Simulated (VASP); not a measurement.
**AsH3: single point with PBEsol**

Molecule: AsH3, in a box.

```
As H
1.0
    12.55720    0.00000    0.00000
     0.00000   13.05720    0.00000
     0.00000    0.00000   13.55720
As H
1 3
Direct
  0.52424 0.50721 0.45725
  0.52325 0.41149 0.52352
  0.54775 0.57516 0.54744
  0.40380 0.52132 0.47348
```

```yaml
Program: VASP 6.6.1
Task: single point
Functional: PBEsol
Potentials_or_basis: VASP PAW PBE potentials, release 64 (As, H)
Cutoff: 400 eV
k_mesh: 1 × 1 × 1
Occupations: gaussian, width 0.01 eV
Spin: no spin polarisation
Further_INCAR_settings: ALGO = Normal; EDIFF = 1e-07; NBANDS = 12; ISYM = 0
```

The largest force is 0.106 eV/Å. The gap between the frontier levels is 6.02 eV.

Forces on the atoms (eV/Å):
```
As  -0.049 -0.008  0.093
H    0.007  0.031 -0.034
H    0.000 -0.020 -0.041
H    0.043 -0.003 -0.018
```

Levels at points of the mesh, in eV from the valence-band top:
```tsv
k point	band 2	band 3	band 4	band 5	band 6	band 7
(0.00, 0.00, 0.00)	-1.90	-1.90	0.00	6.02	6.40	6.41
```

Run time: 21 s on 4 MPI ranks on Intel(R) Xeon(R) Platinum 8488C (Sapphire Rapids), on a shared host, peak memory 0.43 GiB a rank.

Caveat: the PAW data sets were made with another functional, which shifts forces and pressure a little. A hybrid or GW would open this gap; PBEsol tends to underestimate it.
